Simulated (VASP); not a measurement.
A convergence study with VASP on CaS (rock salt): one setting is varied, all else stays as given below, so the limit is that of these other settings.

```xyz
2
Lattice="0.0000 2.8450 2.8450 2.8450 0.0000 2.8450 2.8450 2.8450 0.0000" Properties=species:S:1:pos:R:3 pbc="T T T"
Ca     0.0000     0.0000     0.0000
S      2.8450     2.8450     2.8450
```

The numbers are results of PBE GGA, VASP's PBE PAW potentials (set 64) (plane waves; VASP), not measurements. The tightest run used: 550 eV cut-off, 13×13×13 Monkhorst-Pack mesh, Gaussian smearing of 0.050 eV, potentials Ca_sv S.

```
setting     E (eV/atom)  pressure (GPa)  irreducible k-points
----------  -----------  --------------  --------------------
1×1×1 mesh      -0.6296           36.95                     1
2×2×2 mesh      -5.2060            0.42                     2
3×3×3 mesh      -5.1486            1.32                     4
```

These are the cheaper rows. Estimate the results at 13×13×13 mesh, and how far the last row shown lies from them.

| quantity | tightest run | last row shown is off by |
|---|---|---|
| E (eV/atom) | -5.1818 | 0.0332 |
| pressure (GPa) | 0.84 | 0.48 |

Left out are rungs that failed or repeat a setting and relaxations that didn't move; long series are thinned to 24 rows.

The compound is CaS in the rock salt structure. The cell was not relaxed at this level.
